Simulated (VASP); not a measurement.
Given:

```
CELL_PARAMETERS angstrom
      0.00000     2.56135     2.56135
      2.56135     0.00000     2.56135
      2.56135     2.56135     0.00000
ATOMIC_POSITIONS crystal
  Li 0.00000 0.00000 0.00000
  Cl 0.50000 0.50000 0.50000
```

The numbers are results of AM05 GGA, VASP's PBE PAW potentials (set 64) (plane waves; VASP 6.6.1), not measurements. Run with 520 eV cut-off, 10×10×10 Γ-centred mesh, tetrahedra with Blöchl corrections, potentials Li_sv Cl.

Q: Predict the energy per atom (σ→0), band gap (on the k-mesh) with the smallest direct gap where there is one.

A: 
| Property | Value |
|---|---|
| band gap (on the k-mesh) | 6.32 eV |
| smallest direct gap (on the k-mesh) | 6.32 eV |
| energy per atom (σ→0) | -353.4 kJ/mol-atom |

Only differences to runs with the same potentials and settings are physical.

The compound is LiCl in the rock salt structure. It was relaxed first.
